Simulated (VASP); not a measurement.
All values below come from r2SCAN meta-GGA, VASP's PBE PAW potentials (set 64) (plane waves; VASP 6.6.1).

Input for VASP

File POSCAR:
```
Ce
1
   -1.8566465164     1.8566465164     1.8566465164
    1.8566465164    -1.8566465164     1.8566465164
    1.8566465164     1.8566465164    -1.8566465164
Ce
1
Direct
  1.0000000000   1.0000000000   1.0000000000
```

KPOINTS:
```
kpoints
0
gamma
12 12 12
```

INCAR:
```
! general
SYSTEM =Ce
PREC   =Accurate
ENCUT  =400
LREAL  =.FALSE.
LASPH  =.TRUE.

! electronic loop
EDIFF  =1E-6
NELM   =100
ALGO   =Normal
LMAXMIX=6
LMIXTAU=.TRUE.

! smearing
ISMEAR =1
SIGMA  =0.1

! functional
METAGGA=R2SCAN

! ions
IBRION =2
NSW    =60
ISIF   =3
EDIFFG =-0.01

! output
LWAVE  =.FALSE.
LCHARG =.FALSE.
```

POTCAR, in this order: Ce (PBE.64 set). Program: vasp_std.

Problem. Predict the energy per atom (σ→0), volume per atom, band gap (on the k-mesh).

Solution. 
The energy per atom (σ→0) comes out as -30.546 eV/atom, the band gap (on the k-mesh) comes out as none (metal, semimetal or under 0.01 eV) and the volume per atom is 25.75 Å³/atom.

**OSZICAR**
```
...
DAV:   4    -0.305464050348E+02    0.16699E-04   -0.26273E-04  1982   0.124E-01    0.434E-02
DAV:   5    -0.305463810914E+02    0.23943E-04   -0.17299E-04  2564   0.919E-02    0.111E-02
DAV:   6    -0.305463835290E+02   -0.24377E-05   -0.53844E-06  1912   0.185E-02    0.135E-02
DAV:   7    -0.305463738676E+02    0.96614E-05   -0.54633E-06  2176   0.197E-02    0.259E-03
DAV:   8    -0.305463827220E+02   -0.88543E-05   -0.24360E-06  1182   0.159E-02    0.577E-04
DAV:   9    -0.305463815361E+02    0.11858E-05   -0.19160E-07   832   0.560E-03    0.671E-04
DAV:  10    -0.305463814021E+02    0.13406E-06   -0.58356E-08   822   0.328E-03
   3 F= -.30546381E+02 E0= -.30546158E+02  d E =-.592774E-04
```

The structure was generated: Ce was put into the bcc type (Im-3m), which need not be its known phase. This run relaxes it. Symmetry was kept, so distortions that lower it aren't found. The start is the result of an earlier pass. The run is not spin-polarised, so no magnetic state was tried.
